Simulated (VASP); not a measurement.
```xyz
2
Lattice="0.0000 2.8305 2.8305 2.8305 0.0000 2.8305 2.8305 2.8305 0.0000" Properties=species:S:1:pos:R:3 pbc="T T T"
Ag     0.0000     0.0000     0.0000
Cl     2.8305     2.8305     2.8305
```

Calculation: PBE GGA, VASP's PBE PAW potentials (set 64) (plane waves; VASP 6.6.1). Numerical set-up: 400 eV cut-off, 7×7×7 Γ-centred mesh, Gaussian smearing of 0.050 eV, potentials Ag Cl.

Task: Give the stress tensor in GPa (positive for a compressed cell).

Result: 
```
-1.31   0.00   0.00
 0.00  -1.31   0.00
 0.00   0.00  -1.31
```
The pressure is its mean diagonal, -1.31 GPa.

The compound is AgCl in the rock salt structure. The cell was not relaxed at this level.
